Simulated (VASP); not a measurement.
Set up this calculation in VASP 6.6.1, as the native input.

| Property | Result |
| --- | --- |
| Task | relaxation of cell and atoms |
| Functional | PBE |
| Dispersion | D3(BJ) |
| Potentials or basis | VASP PAW PBE potentials, release 64 (Al) |
| Cutoff | 600 eV |
| k mesh | 16 × 16 × 16 |
| Occupations | methfessel-paxton, width 0.1 eV |
| Spin | no spin polarisation |
| Further INCAR settings | ALGO = Normal; EDIFF = 1e-07; IBRION = 2; EDIFFG = -0.005; NSW = 90; ISIF = 3 |

The structure of Al lies in POSCAR:

```
Al                                      
1.0
   -0.0000000000      1.9912374409      1.9912374409
    1.9912374409     -0.0000000000      1.9912374409
    1.9912374409      1.9912374409     -0.0000000000
  Al            
     1
Direct
     0.0000000000000000    0.0000000000000000    0.0000000000000000
```

One way to write it, as run:

INCAR

```
SYSTEM = Al
PREC     = Accurate       ! precision mode
ENCUT    = 600            ! plane-wave cutoff, eV
EDIFF    = 1E-7           ! SCF threshold, eV
ISMEAR   = 1              ! smearing method
SIGMA    = 0.1            ! smearing width, eV
LREAL    = .False.        ! projectors in reciprocal space
LASPH    = .True.         ! aspherical terms in the spheres
NELM     = 80             ! most SCF steps
ALGO     = Normal         ! electronic algorithm
ISIF     = 3              ! what is computed and relaxed
LWAVE    = .False.        ! write WAVECAR
LCHARG   = .False.        ! write CHGCAR
GGA      = PE             ! functional
IVDW     = 12             ! dispersion correction
IBRION   = 2              ! ionic algorithm
NSW      = 90             ! ionic steps
EDIFFG   = -0.005         ! ionic threshold
```

KPOINTS

```
regular mesh
0
Gamma
  16 16 16
  0 0 0
```

Potentials or basis: VASP PAW PBE potentials, release 64 (Al).

Launch:

```sh
$ cat potpaw_PBE.64/Al/POTCAR > POTCAR
$ mpirun -np 1 vasp_std > vasp.out
```

It gave:

```
Pressure after relaxing    : 0.0 GPa
Band gap on the k mesh     : none (metal or under the smearing width)
Dispersion energy per atom : -0.352 eV
```

Caveat: the relaxation stopped at its first step, so nothing moved; pairwise dispersion overbinds metals, which lowers pressure and volume.

Wall time 5.2 s on 1 thread of Intel(R) Xeon(R) Platinum 8375C CPU @ 2.90GHz (Ice Lake), on a shared host, peak memory 0.14 GiB.
